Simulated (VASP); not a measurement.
Data:

```yaml
crystal:
  lattice:
    - [0.00000, 3.07827, 3.07827]
    - [3.07827, 0.00000, 3.07827]
    - [3.07827, 3.07827, 0.00000]
  atoms:
    - { symbol: Ga, position: [0.00000, 0.00000, 0.00000] }
    - { symbol: Sb, position: [0.25000, 0.25000, 0.25000] }
```

These are HSEsol screened hybrid, VASP's PBE PAW potentials (set 64) (plane waves; VASP) values and carry that method's errors. Run with 520 eV cut-off, 6×6×6 Γ-centred mesh, Gaussian smearing of 0.050 eV, potentials Ga_d Sb.

Unless said otherwise, spin-orbit coupling is left out, though it shifts the bands of the heavy elements here.

Predict the energy per atom (σ→0), pressure, band gap (on the k-mesh) with the smallest direct gap where there is one.

The band gap (on the k-mesh) is 0.62 eV and the smallest direct gap (on the k-mesh) comes out as 0.62 eV. The energy per atom (σ→0) comes out as -4.733 eV/atom and the pressure comes out as -2.57 GPa.

Total energies compare only between runs with the same potentials, cut-off and functional.

The compound is GaSb in the zinc blende structure. This cell is one point of a volume scan, at 0.97 of the reference volume. The cell's shape comes from a PBE relaxation.
